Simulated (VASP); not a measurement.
Given:

```
WS2
1.0
    1.63692    -2.83522     0.00000
    1.63692     2.83522     0.00000
    0.00000     0.00000    15.63411
W S
2 4
Direct
  0.33333   0.66667   0.25000
  0.66667   0.33333   0.75000
  0.33333   0.66667   0.85254
  0.66667   0.33333   0.35254
  0.66667   0.33333   0.14746
  0.33333   0.66667   0.64746
```

The numbers are results of RPBE GGA, VASP's PBE PAW potentials (set 64) (plane waves; VASP), not measurements. Run with 520 eV cut-off, 8×8×2 Γ-centred mesh, Gaussian smearing of 0.050 eV, potentials W_sv S.

Without a dispersion term in the relaxation, distances and binding between the weakly bound layers, chains or molecules are unreliable, and so is what depends on them.

Task: The ions and cell shape at fixed volume are relaxed. Give the cell that the relaxation ends in.

Result: 
```
WS2
1.0
    1.60507    -2.78006     0.00000
    1.60507     2.78006     0.00000
    0.00000     0.00000    16.26069
W S
2 4
Direct
  0.33333   0.66667   0.25000
  0.66667   0.33333   0.75000
  0.33333   0.66667   0.84669
  0.66667   0.33333   0.34669
  0.66667   0.33333   0.15331
  0.33333   0.66667   0.65331
```
Space group P6_3/mmc (194), at a tolerance of 0.03 Å.

Task: How much energy does the relaxation gain?

Result: The energy (σ→0) changes by -28.5 meV/atom, in 8 ionic steps.

The compound is WS2 in the 2H layered structure. This cell is one point of a volume scan, at 1.06 of the reference volume. Symmetry was kept, so distortions that lower it aren't found.
